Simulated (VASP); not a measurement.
Here is the system:

```
MnSmO3
1.0
    3.77853     0.00000     0.00000
    0.00000     3.77853     0.00000
    0.00000     0.00000     3.80519
Mn Sm O
1 1 3
Cartesian
  1.88926   1.88926   1.59613
  0.00000   0.00000   3.65337
  1.88926   1.88926   3.49034
  1.88926   3.77853   1.53954
 -0.20000   1.88926   1.53954
```
Starting moments (μB, in the order of the record's atoms Mn Sm O O O): 2.9 0.0 0.1 0.1 0.1.

Computed with PBEsol GGA, VASP's PBE PAW potentials (set 64) (plane waves; VASP 6.6.1). Run with 600 eV cut-off, 8×8×8 Γ-centred mesh, first-order Methfessel-Paxton smearing of 0.10 eV, potentials Mn_pv Sm_3 O.

The 4f electrons are frozen in the core of the lanthanide potential, so 4f levels, which can set the real gap, and their magnetism are missing. The moments were started parallel, and other spin orders were not tried in this run.

Q: Give the force on each atom (eV/Å).

A: 
| atom | Fx | Fy | Fz |
|---|---|---|---|
| Mn1 | -4.301 | 0.000 | 0.085 |
| Sm2 | -0.123 | 0.000 | -0.004 |
| O3 | -0.577 | 0.000 | -0.049 |
| O4 | -0.571 | 0.000 | 0.017 |
| O5 | 5.571 | 0.000 | -0.048 |

Q: Give the stress tensor in GPa (positive for a compressed cell).

A: 
```
10.18   0.00   0.03
 0.00   0.58   0.00
 0.03   0.00   0.26
```
The pressure is its mean diagonal, 3.67 GPa.

The structure was generated: SmMnO3 was put into the tetragonal-perovskite type (P4mm), which need not be its known phase. This cell was strained or had an atom moved on purpose.
